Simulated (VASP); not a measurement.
Given:

```
PbO
1.0
    4.05960     0.00000     0.00000
    0.00000     4.05960     0.00000
    0.00000     0.00000     5.12040
Pb O
2 2
Direct
  0.50000   0.00000   0.76500
  0.00000   0.50000   0.23500
  0.50000   0.50000   0.00000
  0.00000   0.00000   0.00000
```

Method: revPBE GGA, VASP's PBE PAW potentials (set 64) (plane waves; VASP). Settings: 520 eV cut-off, 5×5×4 Γ-centred mesh, Gaussian smearing of 0.050 eV, potentials Pb_d O.

**Question.** Estimate the energy per atom (σ→0), pressure, largest force.

**Answer.** 
```yaml
energy per atom (σ→0): -5.051 eV/atom
pressure: 1.61 GPa
largest_force: 0.00709 Ry/bohr
```

Only differences to runs with the same potentials and settings are physical.

The compound is PbO in the litharge structure. The cell was not relaxed at this level. The run is one of a series of settings (GGA = RE against the base run), some of them coarse on purpose.
